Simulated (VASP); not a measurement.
Data:

```xyz
2
Lattice="0.0000 2.3900 2.3900 2.3900 0.0000 2.3900 2.3900 2.3900 0.0000" Properties=species:S:1:pos:R:3 pbc="T T T"
B      0.0000     0.0000     0.0000
As     1.1950     1.1950     1.1950
```

All values below come from PBE GGA, VASP's PBE PAW potentials (set 64) (plane waves; VASP). Settings: 400 eV cut-off, 8×8×8 Γ-centred mesh, Fermi-Dirac smearing of 0.050 eV, potentials B As.

At this cut-off the stress carries a Pulay error, which pulls relaxed volumes low.

**Question.** Give the stress tensor in GPa (positive for a compressed cell).

**Answer.** 
```
3.15  0.00  0.00
0.00  3.15  0.00
0.00  0.00  3.15
```
The pressure is its mean diagonal, 3.15 GPa.

The structure is a typed BAs crystal (F-43m). The cell was not relaxed at this level.
